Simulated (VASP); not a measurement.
Energy against volume of SrO (rock salt). These are revTPSS meta-GGA, VASP's PBE PAW potentials (set 64) (plane waves; VASP 6.6.1) values and carry that method's errors. Settings: 520 eV cut-off, 9×9×9 Γ-centred mesh, Gaussian smearing of 0.050 eV, potentials Sr_sv O.

| V (Å³/atom) | E (eV/atom) |
|---|---|
| 16.332 | -1.98440 |
| 16.853 | -1.99978 |
| 17.374 | -2.00482 |
| 17.895 | -2.00112 |

Problem. Fit these four points and predict the energy of the run at 18.416 Å³/atom.

Solution. A cubic in V^(−2/3), the third-order Birch-Murnaghan form, passes through the four points with V0 = 17.40 Å³/atom and B0 = 89 GPa, and gives -1.9900 eV/atom there. The run gave -1.9900 eV/atom, +0.0 meV/atom from the fit; all five points give B0 = 89 GPa.

The compound is SrO in the rock salt structure. It was relaxed first.
